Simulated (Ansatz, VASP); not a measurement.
# Li3B2H in VASP and in Ansatz

```
Li B H
1.0
     2.39670    0.00000    0.00000
    -1.19835    2.07561    0.00000
     0.00000    0.00000    9.95008
Li B H
3 2 1
Direct
  0.33333 0.66667 0.88119
  0.66667 0.33333 0.11881
  0.00000 0.00000 0.50000
  0.33333 0.66667 0.31111
  0.66667 0.33333 0.68889
  0.00000 0.00000 0.00000
```

Alike in both runs: functional PBE; k mesh 6 × 6 × 2; occupations gaussian, width 0.1 eV; no spin polarisation.

Ansatz relaxed the structure, and its values are those at the end. VASP's run is a single point on that final structure, the one shown.

```csv
,VASP,Ansatz
version,VASP 6.6.1,Ansatz 0.2.0
potentials or method,"VASP PAW PBE potentials, release 64 (Li_sv, B, H)","scalar-relativistic, plane waves, PAW"
plane-wave cutoff (eV),520,420
valence electrons in the cell,16,16
```

|  | VASP | Ansatz | Ansatz less VASP |
| --- | --- | --- | --- |
| gap on the k mesh at the Fermi level (eV) | none | none | - |
| rms of the force components (eV/Å) | 0.005 | 0.005 | +0.0002 |

A gap of «none» marks a metal or a gap that the smearing closes.

Caveats: the k mesh is coarse (spacing up to 0.50 Å⁻¹), so the values aren't converged.
